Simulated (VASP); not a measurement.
An input for Ansatz (written as the equivalent of a VASP run, and not itself run):

Ansatz 0.2 input:
```yaml
crystal:
  lattice:
    - [0.0000000, 2.9700000, 2.9700000]
    - [2.9700000, 0.0000000, 2.9700000]
    - [2.9700000, 2.9700000, 0.0000000]
  atoms:
    - { symbol: Pb, position: [0.0000000, 0.0000000, 0.0000000] }
    - { symbol: S, position: [0.5000000, 0.5000000, 0.5000000] }
kpoints:
  mp_grid: { grid: [7, 7, 7] }
hamiltonian:
  xc: pbe
  dispersion: d4
  pseudopotentials: { kind: paw }
scf:
  occupations: { method: gaussian, width: 0.05 }
  max_iter: 100
relax:
  max_steps: 60
  f_tol: 0.01
  cell: {}
output: { forces: true, stress: true, eigenvalues: true }
```

Problem. Translate this input to VASP (INCAR, KPOINTS, POSCAR, choice of POTCAR).

Solution. This is not unique; one that fits is 
### POSCAR
```
PbS
1.0
  0.0000000000   2.9700000000   2.9700000000
  2.9700000000   0.0000000000   2.9700000000
  2.9700000000   2.9700000000   0.0000000000
Pb S
1 1
Cart
  0.0000000000   0.0000000000   0.0000000000
  2.9700000000   2.9700000000   2.9700000000
```

KPOINTS:
```
Regular mesh
0
G
7 7 7
0 0 0
```

### INCAR
```
# general
SYSTEM  = PbS
PREC    = Accurate
ENCUT   = 520   # plane-wave cut-off (eV)
LREAL   = .False.
LASPH   = .True.

# electronic loop
EDIFF   = 1E-6
NELM    = 100   # most electronic steps
ALGO    = Normal   # blocked Davidson
LMAXMIX = 4   # l cut-off of mixed one-centre charges

# smearing
ISMEAR  = 0   # Gaussian
SIGMA   = 0.05   # width (eV)

# functional
GGA     = PE
IVDW    = 13   # D4

# ions
IBRION  = 2   # conjugate gradients
NSW     = 60   # most ionic steps
ISIF    = 3
EDIFFG  = -0.01

# output
LWAVE   = .False.
LCHARG  = .False.
```

POTCAR, in this order: Pb_d S (PBE.64 set). Program: vasp_std.

Limits of the translation: each code has its own PAW files, so the cut-off isn't converted (ENCUT is set for VASP's; basis.ecutwfc is left out, and Ansatz then takes the one that its files recommend); Ansatz stops its SCF on the density residual and VASP on the energy change (EDIFF).

The compound is PbS in the rock salt structure. This run relaxes it. Symmetry was kept, so distortions that lower it aren't found.
